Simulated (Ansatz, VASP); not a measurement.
One calculation of MgBe2S3, two programs

```xyz
6
Lattice="2.6988 -4.5323 0.0000 2.6988 4.5323 0.0000 0.0000 0.0000 4.1876" Properties=species:S:1:pos:R:3 pbc="T T T"
Mg    0.0000    0.0000    0.0000
Be    1.3494   -2.2662    2.0938
Be    1.3494    2.2662    2.0938
S     2.6988   -1.4602    0.0000
S     2.6988    1.4602    0.0000
S     2.6988    0.0000    2.0938
```

Change from the starting cell: species swapped into the LaAl2Cu3 type (Cmmm, No. 65).

Alike in both runs: task relaxation of cell and atoms; functional PBE; k mesh 4 × 4 × 4; occupations gaussian, width 0.1 eV; no spin polarisation.

```csv
,VASP,Ansatz
version,VASP 6.6.1,Ansatz 0.2.0
potentials or method,"VASP PAW PBE potentials, release 64 (Mg, Be, S)","scalar-relativistic, plane waves, PAW"
plane-wave cutoff (eV),600,420
valence electrons in the cell,24,32
```

VASP gave:

| Property | Result |
| --- | --- |
| gap on the k mesh at the Fermi level, each at its own relaxed structure (eV) | none |
| relaxed volume (Å³/atom) | 18.14 |
| relaxed cell length with the largest relative difference (Å) | 8.683 |
| energy change over the relaxation (meV/atom) | -753 |

Q: Estimate Ansatz's values.

A: gap on the k mesh at the Fermi level, each at its own relaxed structure (eV): none; relaxed volume (Å³/atom): 16.80; relaxed cell length with the largest relative difference (Å): 7.653; energy change over the relaxation (meV/atom): -921.

A gap of «none» marks a metal or a gap that the smearing closes. One of these differences is far larger than is usual between the two programs; its cause wasn't traced. The two sets of potentials don't hold the same shells in valence.

Caveats: the k mesh is coarse (spacing up to 0.38 Å⁻¹), so the values aren't converged.
